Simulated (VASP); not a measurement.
Data:

```yaml
crystal:
  lattice:
    - [0.00000, 3.33438, 3.33438]
    - [3.33438, 0.00000, 3.33438]
    - [3.33438, 3.33438, 0.00000]
  atoms:
    - { symbol: K, position: [0.00000, 0.00000, 0.00000] }
    - { symbol: Br, position: [0.50000, 0.50000, 0.50000] }
```

These are PBE0 hybrid, VASP's PBE PAW potentials (set 64) (plane waves; VASP) values and carry that method's errors. Run with 520 eV cut-off, 6×6×6 Γ-centred mesh, Gaussian smearing of 0.050 eV, potentials K_sv Br.

Q: Give the energy at these volumes per atom, relative to the lowest: 34.29, 35.42, 36.55, 37.68, 38.81 Å³.

A: 10.4, 3.2, 0.0, 0.1, 3.0 meV/atom. A third-order Birch-Murnaghan fit gives B0 = 14.2 GPa and B0′ = 4.9.

The compound is KBr in the rock salt structure. It was relaxed first. The cell's shape comes from a PBE relaxation.
